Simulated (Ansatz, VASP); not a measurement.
# H17C8S3NO5F6 in two plane-wave programs

Wanted: the spread between two codes on one cell, functional and k mesh. The cell is taken from a series of runs on this material, whose earlier steps may have relaxed, scaled, displaced or heated it; both programs get it as it stands.

Program: Ansatz 0.2.0. Level of theory: plane waves, with VASP 6.6.1 beside it; PBE with D4. Results are calculated unless marked as measured.

### Step 1. Starting point

The cell holds 120 atoms: 24 C, 9 S, 51 H, 3 N, 15 O and 18 F. Its edges and angles: a = 11.473 Å, b = 11.473 Å, c = 11.473 Å, α = 90.0°, β = 90.0°, γ = 90.0°.

### Step 2. VASP: single point, PBE with D4, pair 1

With cell and atoms fixed, the geometry can't cause a difference; cores, projectors, grids and the points listed under the comparison can.

Lines of VASP's logs that name or quote its potential files are left out, and so is its time.

INCAR reads:

```
SYSTEM = H17C8S3NO5F6
PREC = Accurate
ENCUT = 600
EDIFF = 1E-06
NELM = 120
ISMEAR = 0
SIGMA = 0.01
LREAL = Auto
ALGO = Normal
GGA = PE
IVDW = 13
NBANDS = 304
LORBIT = 11
LWAVE = .FALSE.
LCHARG = .FALSE.
ISIF = 2
LASPH = .TRUE.
GGA_COMPAT = .FALSE.
EFERMI = MIDGAP
NCORE = 4
```

POSCAR reads:

```
H17C8S3NO5F6
1.0
   11.4726000000      0.0000000000      0.0000000000
    0.0000000000     11.4726000000      0.0000000000
    0.0000000000      0.0000000000     11.4726000000
C S H N O F
24 9 51 3 15 18
Direct
    0.5571700000      0.3114300000      0.8111400000
    0.6343600000      0.3216100000      0.7079000000
    0.8180200000      0.4328900000      0.6208200000
    0.8525200000      0.3405000000      0.5293800000
    0.7398300000      0.5078600000      0.8273800000
    0.8434200000      0.5932400000      0.8344400000
    0.8681300000      0.2645900000      0.0414300000
    0.9368900000      0.1535400000      0.0261600000
    0.9787600000      0.9248500000      0.0550700000
    0.1059600000      0.9451800000      0.0624500000
    0.7445500000      0.0137900000      0.0552700000
    0.6988900000      0.8957500000      0.0986100000
    0.2916000000      0.4483200000      0.4931200000
    0.3517100000      0.4853000000      0.3840200000
    0.5370100000      0.6369700000      0.4411300000
    0.4868600000      0.6673800000      0.5564000000
    0.5504500000      0.4786100000      0.2646800000
    0.6794100000      0.5050300000      0.2466700000
    0.9437200000      0.7324700000      0.3756300000
    0.8458200000      0.8948700000      0.7305500000
    0.3163000000      0.8517600000      0.7958500000
    0.2045300000      0.2023300000      0.6490800000
    0.0683300000      0.4655800000      0.1814200000
    0.3345400000      0.5475700000      0.9126500000
    0.7756200000      0.3692500000      0.7569900000
    0.8913400000      0.0384600000      0.1205900000
    0.5098800000      0.4773700000      0.4166900000
    0.0128000000      0.8003400000      0.5048100000
    0.8103700000      0.8797000000      0.5778800000
    0.3616700000      0.0022400000      0.7526100000
[... 84 atom lines left out ...]
    0.0912800000      0.3579700000      0.1528800000
    0.9565000000      0.4620700000      0.2194900000
    0.1282100000      0.4871700000      0.2787200000
    0.4105000000      0.5133200000      0.8305100000
    0.2692200000      0.6339400000      0.8691900000
    0.4010600000      0.5994400000      0.9941400000
```

KPOINTS reads:

```
Automatic mesh
0
Gamma
1 1 1
0 0 0
```

PAW data sets: C, S, H, N, O and F (PBE family, release 64).

Started as:

```sh
> mpirun -np 16 vasp_gam
```

Numbers of over 12 decimals in the logs are rounded to 6 here.

The program printed:

```text
[banner, memory and clock lines left out]
running   16 mpi-ranks, on    1 nodes
[...]
LDA part: xc-table for (Slater+PW92), standard interpolation
 POSCAR, INCAR and KPOINTS ok, starting setup
[...]
entering main loop
       N       E                     dE             d eps       ncg     rms          rms(c)
DAV:   1     0.400943209474E+04    0.40094E+04   -0.25794E+05   624   0.150E+03
DAV:   2    -0.279255743702E+03   -0.42887E+04   -0.40766E+04   752   0.343E+02
DAV:   3    -0.691633119619E+03   -0.41238E+03   -0.40899E+03   736   0.111E+02
DAV:   4    -0.700771189092E+03   -0.91381E+01   -0.90846E+01   744   0.179E+01
[...]
DAV:  19    -0.629279933452E+03    0.34298E-05   -0.70178E-06   704   0.798E-03    0.529E-03
DAV:  20    -0.629279931939E+03    0.15126E-05   -0.12731E-06   488   0.438E-03    0.268E-03
DAV:  21    -0.629279931532E+03    0.40773E-06   -0.86481E-07   488   0.275E-03
   1 F= -.63616162E+03 E0= -.63616162E+03  d E =0.000000E+00
```

Parts of OUTCAR (step 2):

```text
  FREE ENERGIE OF THE ION-ELECTRON SYSTEM (eV)
  ---------------------------------------------------
  free  energy   TOTEN  =      -636.1616154312 eV

  energy  without entropy=     -636.1616154312  energy(sigma->0) =     -636.16161543
```

The run ends at a pressure of 1.81 GPa, with forces up to 4.2 eV/Å.

### Step 3. Ansatz: single point, PBE with D4, pair 1

Ansatz runs on its default PAW (the set named soft_2) files.

The same cell, functional and mesh now go to Ansatz, which takes its cutoff from its data sets.

input.yaml reads:

```yaml
crystal:
  lattice:
    - [11.4726, 0.0, 0.0]
    - [0.0, 11.4726, 0.0]
    - [0.0, 0.0, 11.4726]
  atoms:
    - { symbol: C, position: [0.55717, 0.31143, 0.81114] }
    - { symbol: C, position: [0.63436, 0.32161, 0.7079] }
    - { symbol: S, position: [0.77562, 0.36925, 0.75699] }
    - { symbol: C, position: [0.81802, 0.43289, 0.62082] }
    - { symbol: C, position: [0.85252, 0.3405, 0.52938] }
    - { symbol: C, position: [0.73983, 0.50786, 0.82738] }
    - { symbol: C, position: [0.84342, 0.59324, 0.83444] }
    - { symbol: H, position: [0.54656, 0.38636, 0.85838] }
    - { symbol: H, position: [0.46865, 0.27271, 0.7853] }
    - { symbol: H, position: [0.59814, 0.25685, 0.876] }
    - { symbol: H, position: [0.64261, 0.23904, 0.6599] }
    - { symbol: H, position: [0.59742, 0.39172, 0.65823] }
    - { symbol: H, position: [0.74723, 0.49195, 0.58687] }
    - { symbol: H, position: [0.89808, 0.48901, 0.62618] }
    - { symbol: H, position: [0.86723, 0.38594, 0.44608] }
    - { symbol: H, position: [0.78664, 0.27633, 0.51265] }
    - { symbol: H, position: [0.93146, 0.29149, 0.54831] }
    - { symbol: H, position: [0.66206, 0.55002, 0.77671] }
    - { symbol: H, position: [0.72137, 0.47433, 0.91186] }
    - { symbol: H, position: [0.8191, 0.66227, 0.89008] }
    - { symbol: H, position: [0.85116, 0.63292, 0.74537] }
    - { symbol: H, position: [0.91842, 0.55353, 0.86144] }
    - { symbol: C, position: [0.86813, 0.26459, 0.04143] }
    - { symbol: C, position: [0.93689, 0.15354, 0.02616] }
    - { symbol: S, position: [0.89134, 0.03846, 0.12059] }
    - { symbol: C, position: [0.97876, 0.92485, 0.05507] }
    - { symbol: C, position: [0.10596, 0.94518, 0.06245] }
    - { symbol: C, position: [0.74455, 0.01379, 0.05527] }
    - { symbol: C, position: [0.69889, 0.89575, 0.09861] }
    - { symbol: H, position: [0.77451, 0.26023, 0.01161] }
    - { symbol: H, position: [0.90959, 0.33252, 0.99076] }
    - { symbol: H, position: [0.87624, 0.29703, 0.1289] }
    - { symbol: H, position: [0.02873, 0.17075, 0.03601] }
    - { symbol: H, position: [0.92147, 0.11435, 0.94405] }
    - { symbol: H, position: [0.95319, 0.91572, 0.96163] }
    - { symbol: H, position: [0.95385, 0.83942, 0.09658] }
    - { symbol: H, position: [0.13173, 0.02185, 0.01191] }
    - { symbol: H, position: [0.12619, 0.96443, 0.15661] }
    - { symbol: H, position: [0.1529, 0.87327, 0.02764] }
    - { symbol: H, position: [0.68725, 0.08639, 0.09007] }
    - { symbol: H, position: [0.75944, 0.017, 0.96153] }
    - { symbol: H, position: [0.60955, 0.88284, 0.06246] }
    - { symbol: H, position: [0.68724, 0.90044, 0.19051] }
    - { symbol: H, position: [0.75952, 0.82406, 0.07983] }
    - { symbol: C, position: [0.2916, 0.44832, 0.49312] }
    - { symbol: C, position: [0.35171, 0.4853, 0.38402] }
    - { symbol: S, position: [0.50988, 0.47737, 0.41669] }
    - { symbol: C, position: [0.53701, 0.63697, 0.44113] }
    - { symbol: C, position: [0.48686, 0.66738, 0.5564] }
    - { symbol: C, position: [0.55045, 0.47861, 0.26468] }
    - { symbol: C, position: [0.67941, 0.50503, 0.24667] }
[... 13 lines left out ...]
    - { symbol: H, position: [0.73408, 0.45937, 0.31076] }
    - { symbol: H, position: [0.69799, 0.59981, 0.2626] }
    - { symbol: "N", position: [0.93122, 0.91145, 0.51884] }
    - { symbol: S, position: [0.0128, 0.80034, 0.50481] }
    - { symbol: O, position: [0.00364, 0.71187, 0.59134] }
    - { symbol: O, position: [0.12916, 0.82972, 0.46576] }
    - { symbol: C, position: [0.94372, 0.73247, 0.37563] }
    - { symbol: F, position: [0.02204, 0.72468, 0.28686] }
    - { symbol: F, position: [0.84314, 0.78121, 0.33836] }
    - { symbol: F, position: [0.9158, 0.62101, 0.40271] }
    - { symbol: S, position: [0.81037, 0.8797, 0.57788] }
    - { symbol: O, position: [0.71484, 0.96316, 0.55372] }
    - { symbol: O, position: [0.77107, 0.75958, 0.56231] }
    - { symbol: C, position: [0.84582, 0.89487, 0.73055] }
    - { symbol: F, position: [0.76664, 0.83369, 0.79578] }
    - { symbol: F, position: [0.95587, 0.85775, 0.76324] }
    - { symbol: F, position: [0.83549, 0.00635, 0.76952] }
    - { symbol: "N", position: [0.26583, 0.07396, 0.8293] }
    - { symbol: S, position: [0.36167, 0.00224, 0.75261] }
    - { symbol: O, position: [0.48331, 0.01063, 0.7913] }
    - { symbol: O, position: [0.35214, 0.00244, 0.62457] }
    - { symbol: C, position: [0.3163, 0.85176, 0.79585] }
    - { symbol: F, position: [0.38769, 0.81545, 0.88073] }
    - { symbol: F, position: [0.31066, 0.77484, 0.70775] }
    - { symbol: F, position: [0.20734, 0.85618, 0.84088] }
    - { symbol: S, position: [0.15469, 0.1, 0.75576] }
    - { symbol: O, position: [0.10254, 0.99981, 0.69848] }
    - { symbol: O, position: [0.07087, 0.16843, 0.82356] }
    - { symbol: C, position: [0.20453, 0.20233, 0.64908] }
    - { symbol: F, position: [0.12118, 0.28554, 0.61735] }
    - { symbol: F, position: [0.30066, 0.26345, 0.68808] }
    - { symbol: F, position: [0.23162, 0.14766, 0.54253] }
    - { symbol: "N", position: [0.1224, 0.48393, 0.9599] }
    - { symbol: S, position: [0.091, 0.57231, 0.06446] }
    - { symbol: O, position: [0.9837, 0.63367, 0.04885] }
    - { symbol: O, position: [0.18214, 0.64184, 0.1091] }
    - { symbol: C, position: [0.06833, 0.46558, 0.18142] }
    - { symbol: F, position: [0.09128, 0.35797, 0.15288] }
    - { symbol: F, position: [0.9565, 0.46207, 0.21949] }
    - { symbol: F, position: [0.12821, 0.48717, 0.27872] }
    - { symbol: S, position: [0.24689, 0.43205, 0.97352] }
    - { symbol: O, position: [0.2895, 0.42233, 0.09372] }
    - { symbol: O, position: [0.27042, 0.32895, 0.90786] }
    - { symbol: C, position: [0.33454, 0.54757, 0.91265] }
    - { symbol: F, position: [0.4105, 0.51332, 0.83051] }
    - { symbol: F, position: [0.26922, 0.63394, 0.86919] }
    - { symbol: F, position: [0.40106, 0.59944, 0.99414] }
    - { symbol: O, position: [0.50668, 0.0019, 0.42249] }
    - { symbol: H, position: [0.57749, 0.95299, 0.43629] }
    - { symbol: H, position: [0.4772, 0.03249, 0.4986] }
    - { symbol: O, position: [0.36074, 0.81185, 0.14365] }
    - { symbol: H, position: [0.28867, 0.77017, 0.11782] }
    - { symbol: H, position: [0.34025, 0.86968, 0.20556] }
    - { symbol: O, position: [0.28957, 0.92296, 0.34226] }
    - { symbol: H, position: [0.22246, 0.88826, 0.38572] }
    - { symbol: H, position: [0.35061, 0.9488, 0.39886] }
kpoints:
  mp_grid: { grid: [1, 1, 1] }
hamiltonian:
  xc: pbe
  dispersion: d4
scf:
  occupations: { method: fixed }
output:
  forces: true
  stress: true
  populations: true
  dos:
    method: { smearing: { sigma: 0.1 } }
    de: 0.1
    projected: { site_lists: { C: [C], F: [F], H: [H], "N": ["N"], O: [O] } }
  eigenvalues: true
  write_density: true
  write_potential: true
  volumetric_format: npy
```

Started as:

```sh
> ansatz run input.yaml --threads 8 --pin off --max-ram 15872MiB --backend cpu --events-out ev --progress --plain --runs-dir out
```

The program printed:

```text
Engine: ansatz 0.2.0, aarch64-unknown-linux-gnu
Pseudopotentials: kind: paw
Pseudopotential: C, paw, valence charge 4, recommended cutoff 420 eV (normal), C.paw.azcp
Pseudopotential: S, paw, valence charge 6, recommended cutoff 420 eV (normal), S.paw.azcp
Pseudopotential: H, paw, valence charge 1, recommended cutoff 420 eV (normal), H.paw.azcp
Pseudopotential: N, paw, valence charge 5, recommended cutoff 420 eV (normal), N.paw.azcp
Pseudopotential: O, paw, valence charge 6, recommended cutoff 420 eV (normal), O.paw.azcp
Pseudopotential: F, paw, valence charge 7, recommended cutoff 420 eV (normal), F.paw.azcp
Functional definition: PBE
  parameter kappa = 0.804
  parameter beta = 0.066725
  exchange = pbe_x(kappa = kappa, mu = beta*pi^2/3)
  correlation = pbe_c(beta = beta)
Crystal: 120 atoms, lattice volume = 1510.030 Å³
Basis set: ecut = 420 eV, 29423 PW (Γ), exchange–correlation on 160×160×160 points (8 copies of the dense FFT grid, shifted against one another)
Bands: 336, of which v1, the nominal top of the filled ones, is band 216 counted from 1 (215 counted from 0)
Symmetry: 1 space group operations
Space group: P1 (ITA 1), of the structure as read, at distance tolerance 1.1e-4 Å
k-points: 1
Non-local potential: C, projectors of the file, l = 0: 2, l = 1: 2, l = 2: 1
Non-local potential: S, projectors of the file, l = 0: 2, l = 1: 2, l = 2: 2
Non-local potential: H, projectors of the file, l = 0: 2, l = 1: 1
Non-local potential: N, projectors of the file, l = 0: 2, l = 1: 2, l = 2: 1
Non-local potential: O, projectors of the file, l = 0: 2, l = 1: 2, l = 2: 1
Non-local potential: F, projectors of the file, l = 0: 2, l = 1: 2, l = 2: 1
PAW form: soft (Blöchl's): semilocal exchange-correlation on the pseudo side does not see the compensation charge
PAW one-centre angular grid: C, 110 points (default); XC on 64 Gauss nodes
PAW one-centre angular grid: S, 110 points (default); XC on 64 Gauss nodes
PAW one-centre angular grid: H, 110 points (default); XC on 64 Gauss nodes
PAW one-centre angular grid: N, 110 points (default); XC on 64 Gauss nodes
PAW one-centre angular grid: O, 110 points (default); XC on 64 Gauss nodes
PAW one-centre angular grid: F, 110 points (default); XC on 64 Gauss nodes
Initial density: superposition of atomic densities (neutral atoms: chi_scale 0, normalization atom), corrected by the library's trained network
Initial wavefunctions: pseudopotential atomic-orbital guess
Functional: x = pbe(κ = 0.804, μ = 0.219515), c = pbe(β = 0.066725)
SCF iter   1: F=—  HF=-39151.332694 eV  |F-HF|=—  |Δ(HF+E_count)|=         —  Δρ=6.43e-3  dr2=1.19e0  ethr=1.77e-3  ⟨swp⟩=4.0  Hψ=1250  notcnv=0  defer=118
preconditioner: auto → Resta (q_TF=auto, 2.215 Å⁻¹)  ε∞=2.5  [insulator: Δε(μ)=3.962 eV  Ē_g=15.247 eV  n_scr=256 (ndim 8)  ℏωp=19.0 eV  f_vac=0.316  ε∞_Penn≈2.5  vacuum switching on, ρ_ref=1.7e-2 e/Å³]
SCF iter   2: F=—  HF=-39150.937627 eV  |F-HF|=—  |Δ(HF+E_count)|=   3.95e-1  Δρ=3.35e-3  dr2=1.97e-1  ethr=2.76e-4  ⟨swp⟩=2.0  Hψ=432  notcnv=0  defer=118
SCF iter   3: F=—  HF=-39150.898260 eV  |F-HF|=—  |Δ(HF+E_count)|=   3.94e-2  Δρ=1.57e-3  dr2=4.67e-2  ethr=4.57e-5  ⟨swp⟩=2.0  Hψ=421  notcnv=0  defer=118
SCF iter   4: F=—  HF=-39150.889522 eV  |F-HF|=—  |Δ(HF+E_count)|=   8.74e-3  Δρ=6.94e-4  dr2=6.79e-3  ethr=1.08e-5  ⟨swp⟩=2.0  Hψ=516  notcnv=0  defer=118
SCF iter   5: F=—  HF=-39150.889105 eV  |F-HF|=—  |Δ(HF+E_count)|=   4.17e-4  Δρ=3.19e-4  dr2=1.18e-3  ethr=1.57e-6  ⟨swp⟩=2.0  Hψ=422  notcnv=0  defer=118
SCF iter   6: F=—  HF=-39150.889070 eV  |F-HF|=—  |Δ(HF+E_count)|=   3.55e-5  Δρ=8.35e-5  dr2=7.38e-5  ethr=2.72e-7  ⟨swp⟩=2.0  Hψ=420  notcnv=0  defer=115
SCF iter   7: F=—  HF=-39150.889181 eV  |F-HF|=—  |Δ(HF+E_count)|=   1.11e-4  Δρ=3.55e-5  dr2=1.47e-5  ethr=1.71e-8  ⟨swp⟩=2.0  Hψ=418  notcnv=0  defer=114
SCF iter   8: F=—  HF=-39150.889182 eV  |F-HF|=—  |Δ(HF+E_count)|=   1.28e-6  Δρ=1.29e-5  dr2=1.73e-6  ethr=3.41e-9  ⟨swp⟩=2.0  Hψ=530  notcnv=0  defer=114
SCF iter   9: F=—  HF=-39150.889182 eV  |F-HF|=—  |Δ(HF+E_count)|=   3.89e-7  Δρ=3.81e-6  dr2=1.34e-7  ethr=4.01e-10  ⟨swp⟩=2.0  Hψ=418  notcnv=0  defer=114
SCF iter  10: F=-39150.889182 eV  HF=-39150.889182 eV  |F-HF|=5.11e-9  |Δ(HF+E_count)|=   8.79e-8  Δρ=1.61e-6  dr2=2.77e-8  ethr=2.31e-11  ⟨swp⟩=22.0  Hψ=3288  notcnv=0
SCF 1 converged in 10 iterations: F = -39150.889182 eV  dr2 = 2.77e-8
  greatest PAW one-centre occupation: 0.935 electrons in one spin orbital (limit 2), on the F atom at site 101 (counted from 0), in its partial waves of l = 0
[...]
atom  75  S     -2.33984864     0.21348164    -1.55901948
  atom  76  O      1.85424380    -0.21831915     0.44675527
  atom  77  O      0.18139428    -0.10685999     0.49342222
  atom  78  C      0.71825459     0.04027229     3.03431559
  atom  79  F      0.16746324     0.06496619    -0.37977751
  atom  80  F     -1.90023455     0.10295615    -0.52551280
  atom  81  F      0.15674221     0.07025695    -0.58071597
  atom  82  N      2.09603039     0.07254926    -0.24803212
  atom  83  S      1.68020501    -1.22478317    -0.85123073
  atom  84  O     -1.07555348     0.64179894     0.62002342
  atom  85  O     -0.09563413     0.06128987     1.05352153
  atom  86  C     -0.92828094    -0.25642264     0.64623714
  atom  87  F      0.36026230    -0.08464680    -0.30114008
  atom  88  F      0.62797379     0.33251720    -0.17590183
  atom  89  F      0.12265437    -0.33643334     0.10120789
  atom  90  S     -3.44391099    -0.67718963     0.96849959
  atom  91  O      0.72611690     0.91648525    -0.55030285
  atom  92  O      0.79881245     0.02643103    -0.14350550
  atom  93  C      0.70524517     1.75696350    -3.41532316
  atom  94  F      0.73680465    -0.97478952     0.82831386
  atom  95  F     -1.01351740    -0.73289563    -0.80053527
  atom  96  F     -0.57925996     1.42888784     1.44123559
  atom  97  N     -1.81190039     0.76003682    -0.07030100
  atom  98  S     -0.61610445    -0.67869273    -0.31257443
[...]
atom 113  H     -1.05717767     0.98721992     0.43222232
  atom 114  H      0.73666864    -0.76832575    -0.65607235
  atom 115  O     -0.38352144    -0.17800185    -0.31575076
  atom 116  H      1.08662674     0.75849985     0.77047423
  atom 117  H     -0.34396535    -0.78792102    -0.20749616
  atom 118  O      0.19172445     0.27479619     0.49527836
  atom 119  H      1.04059090     0.58738549    -0.34853033
  atom 120  H     -0.70103584    -0.42734271    -0.77722248
  max |Σ_I F_I| component: 7.49e-5 eV/Å
--- Stress (GPa, compression-positive) ---
        1.108560       0.365807      -0.991679
        0.365807       2.256537      -0.141648
       -0.991680      -0.141648       2.579392
  P = ⅓ Tr σ = 1.9815 GPa (19.815 kbar)
--- Band table (eV) ---
  k-point 0: bands = [... 212 lower, -0.8188, -0.5326, -0.1938, 0.3400, 2.8821, 3.1310, 3.3413, 3.5983, ... 116 higher]
--- Löwdin populations: 120 sites ---
  site symbol       q [e]
     0      C      4.4626
     1      C      4.3455
     2      S      5.1746
     3      C      4.3536
     4      C      4.4725
     5      C      4.3296
     6      C      4.4596
     7      H      0.7834
     8      H      0.7710
     9      H      0.8059
    10      H      0.7543
    11      H      0.8060
    12      H      0.8185
    13      H      0.7576
    14      H      0.7925
    15      H      0.7954
    16      H      0.7689
    17      H      0.8129
    18      H      0.7856
    19      H      0.7620
    20      H      0.7993
    21      H      0.7671
    22      C      4.4609
    23      C      4.3538
[...]
112      H      0.6020
   113      H      0.6006
   114      O      6.7639
   115      H      0.6222
   116      H      0.6129
   117      O      6.7272
   118      H      0.6126
   119      H      0.6140
  spilling = 0.015413 (of n_electrons = 432.000000)
```

The column dr2 measures how far the density is from self-consistency, as an energy; F and HF (Harris–Foulkes) agree once it is small.

### Step 4. Differences

Known differences besides the potentials themselves: fixed occupations in Ansatz, narrow Gaussian smearing in VASP; the cutoff is 420 eV in Ansatz and 600 eV in VASP (PREC = Accurate, projectors in real space). Total energies have different zeros and are not compared.

Both answers:

```
              quantity  Ansatz   VASP  difference
        pressure (GPa)    1.98   1.81       +0.17
gap on the k mesh (eV)   2.542  2.541      +0.001
```

Forces on 10 of the 120 atoms, those with the largest forces and the largest differences (eV/Å; atoms numbered as in POSCAR):

```
atom          Ansatz x, y, z            VASP x, y, z
  C1  -1.188, -3.312, -0.375  -1.203, -3.304, -0.362
  C6   -2.705, 0.042, -3.204   -2.688, 0.042, -3.195
 C20     0.718, 0.040, 3.034    0.673, -0.026, 2.592
 C22    0.705, 1.757, -3.415    0.570, 1.487, -3.147
 C23   -1.109, -0.573, 1.975   -1.056, -0.162, 1.624
 C24    1.219, 2.314, -0.026     0.956, 1.927, 0.141
 S29   -2.340, 0.213, -1.559   -2.405, 0.133, -1.650
 S31   -3.444, -0.677, 0.969   -3.521, -0.755, 1.056
 S33    2.045, -1.853, 2.039    2.020, -2.075, 2.021
F115   0.236, -1.804, -0.792   0.334, -2.281, -0.930
```

The forces differ by 124 meV/Å r.m.s., which is 14.1 % of the r.m.s. force of 0.880 eV/Å (both taken over all components). A gap on the mesh is an upper bound, since the band edges may lie between its points.

[end of part 1 of 2]

[Lines on the potential files, build, host, timing and source positions are cut from VASP's logs without a mark.]

[Logs are printed without paths, hosts, clocks, repeated set-up lines and the standing remarks that a program may print on its own settings, such as how far it seeks lower states.]

[Hosts, paths, dates, database ids (printed as entryN), source tags and the programs' standing remarks are cut or masked in the printed files.]
